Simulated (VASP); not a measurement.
Runs of VASP 6.6.1 on EuMo. It takes space group Pm-3m (No. 221, cubic). The conventional cell has a = 3.531 Å, b = 3.531 Å, c = 3.531 Å, α = 90.00°, β = 90.00°, γ = 90.00°. Around Eu (site symmetry m-3m) lie 8 Mo at 3.06 Å. Mo (site symmetry m-3m) is surrounded by 8 Eu at 3.06 Å. The cell was built by a generator and needn't be a form met in nature.

| level | other keys | gap on the mesh (eV) | pressure (GPa) | moment (μB) | relaxed volume (Å³/atom) |
| --- | --- | --- | --- | --- | --- |
| LDA | IMIX = 1; AMIX = 0.1; NBANDS = 40 | none | -0.1 | 6.14 | 19.54 |
| LDA | - | none | 0.0 | 6.14 | 19.54 |
| rev-vdW-DF2 | - | none | 0.0 | 5.86 | (a) |
| revPBE | - | none | 0.1 | 4.00 | 24.39 |
| PBE | - | none | 0.0 | (b) | 21.95 |
| BLYP | - | none | 0.0 | 4.37 | 24.74 |
| RPBE | - | none | 0.1 | 3.93 | 24.87 |
| PW91 | - | none | 0.0 | 5.74 | 21.79 |

Alike in all rows: task relaxation of cell and atoms; potentials or basis VASP PAW PBE potentials, release 64 (Eu, Mo_sv); spin collinear, ferromagnetic start; cell relaxed; k mesh 6 × 6 × 6; cutoff (eV) 600; smearing fermi-dirac 0.05 eV.

**Question.** Estimate the missing entries.

**Answer.** (a) 20.98; (b) 5.48.

Caveats: spin-orbit coupling is left out, which moves the levels of the heavy elements; without U or exact exchange the open f shell lies at the Fermi level, which spoils levels, moments and volumes; the PAW data sets were made with another functional, which shifts forces and pressure a little (some runs).

A k mesh can miss the band edges, and the runs leave out spin-orbit coupling on Eu, Mo.

A gap of «none» marks a metal or a gap under the smearing width.
